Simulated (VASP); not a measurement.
VASP runs on Eu (bcc) share one base input (PBE GGA, plane waves, VASP's PBE PAW potentials (set 64)) and change the settings named in each case.

KPOINTS:
```
Regular mesh
0
Gamma
  10 10 10
0 0 0
```

### INCAR
```
NELM = 100   # most electronic steps
LASPH = .TRUE.
ISIF = 2
EDIFF = 1E-6   # SCF stop (eV)
LMAXMIX = 6
LREAL = .FALSE.   # projection in real space or not
SYSTEM = Eu
LCHARG = .FALSE.
ALGO = Normal
LWAVE = .FALSE.
ENCUT = 400   # plane-wave cut-off (eV)
SIGMA = 0.1   # width (eV)
ISMEAR = 1   # Methfessel-Paxton
PREC = Accurate
GGA = PE   # PBE
```

**POSCAR**
```
Eu
1.0
 -2.2900000000   2.2900000000   2.2900000000
  2.2900000000  -2.2900000000   2.2900000000
  2.2900000000   2.2900000000  -2.2900000000
Eu
1
Direct
  0.0000000000   0.0000000000   0.0000000000
```

POTCAR, in this order: Eu_2 (PBE.64 set). Program: vasp_std.

```tsv
change	irreducible k-points
base run	47
ISYM = -1	1000
ISYM = 0	504
ISYM = 1	47
SYMPREC = 1E-3	47
```
 The 4f electrons are frozen in the core of the lanthanide potential, so 4f levels, which can set the real gap, and their magnetism are missing.

Left out are runs that ran out of time, are held back, or changed the cell or the kind of run, fixed moments of cells without a moment, rows past the twelfth, gaps on odd meshes, pressures of charged cells and columns that move by less than the noise.

The compound is Eu in the bcc structure. The cell was not relaxed at this level.
